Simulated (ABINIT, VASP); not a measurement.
Given: the input of a run of VASP 6.6.1 on Cd2S. Atoms were shifted at random by some hundredths of an Å from the given cell, which wasn't relaxed again for these runs. The cell comes from a database or a generator and needn't be the stable form of this composition.

Contents of INCAR:

```
PREC = Accurate ; ENCUT = 520
EDIFF = 1E-7 ; ISMEAR = -1
SIGMA = 0.05 ; LREAL = F
LASPH = T ; NELM = 80
ALGO = Normal ; ISIF = 2
LWAVE = F ; LCHARG = F
GGA = PE ; NBANDS = 22
```

KPOINTS

```
regular mesh
0
Gamma
  8 8 5
```

Contents of POSCAR:

```
Cd2S
1.0
    3.9626700490      0.0000000000      0.0000000000
   -1.9813350245      3.4317729293      0.0000000000
    0.0000000000      0.0000000000      5.8091920000
Cd S
2 1
Direct
    0.3259980000      0.6588130000      0.9341010000
    0.6845870000      0.3509070000      0.5721140000
    0.3188960000      0.6570270000      0.3586720000
```

Potentials or basis: VASP PAW PBE potentials, release 64 (Cd, S).

Launch:

```bash
$ cat potpaw_PBE.64/Cd/POTCAR potpaw_PBE.64/S/POTCAR > POTCAR
$ mpirun -np 1 vasp_std > vasp.out
```

What does the same run look like in ABINIT 10.8.3 (patched build)? Potentials or basis there: JTH PAW PBE v2.0, cutoff 599 eV.

As run (cutoffs and basis follow the program's own potentials, and thresholds, step limits or extra output files can differ):

The input run.abi:

```
pp_dirpath "./"
pseudos "Cd.GGA_PBE-JTH.xml, S.GGA_PBE-JTH.xml"

acell 7.4883611149 7.4883611149 10.9777818854
rprim
     1.0000000000     0.0000000000     0.0000000000
    -0.5000000000     0.8660254038     0.0000000000
     0.0000000000     0.0000000000     1.0000000000
ntypat 2
znucl 48 16
natom 3
typat 1 1 2
xred
     0.3259980000     0.6588130000     0.9341010000
     0.6845870000     0.3509070000     0.5721140000
     0.3188960000     0.6570270000     0.3586720000
chkprim 0
chksymtnons 0
tolsym 1.0e-6

ecut 22.0
pawecutdg 44.0
pawxcdev 0

kptopt 1
ngkpt 8 8 5
nshiftk 1
shiftk 0.0 0.0 0.0

ixc 11

nband 19
occopt 3
tsmear 0.05 eV

nstep 100
tolvrs 1.0e-9

iomode 3
prtwf 0
prtden 0
prteig 0
prtebands 0
enunit 2
```

Potentials or basis: JTH PAW PBE v2.0.

Command:

```console
$ abinit run.abi > log 2>&1
```

Both were run:

|  | VASP | ABINIT |
| --- | --- | --- |
| Pressure | 0.6 GPa | 0.3 GPa |
| Largest force | 0.514 eV/Å | 0.500 eV/Å |

Pressure is positive in compression.
